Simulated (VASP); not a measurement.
Data:

```
CELL_PARAMETERS angstrom
      1.82177    -3.15540     0.00000
      1.82177     3.15540     0.00000
      0.00000     0.00000     5.62744
ATOMIC_POSITIONS crystal
  Ho 0.33333 0.66667 0.25000
  Ho 0.66667 0.33333 0.75000
```

Computed with revPBE GGA, VASP's PBE PAW potentials (set 64) (plane waves; VASP). Numerical set-up: 520 eV cut-off, 13×13×7 Γ-centred mesh, tetrahedra with Blöchl corrections, potentials Ho_3.

The 4f electrons are frozen in the core of the lanthanide potential, so 4f levels, which can set the real gap, and their magnetism are missing.

### Question
Predict the energy per atom (σ→0), band gap (on the k-mesh) with the smallest direct gap where there is one.

### Answer

The band gap (on the k-mesh) comes out as none (metal, semimetal or under 0.01 eV) and the energy per atom (σ→0) is -408.7 kJ/mol-atom.

The compound is Ho in the hcp structure. It was relaxed first.
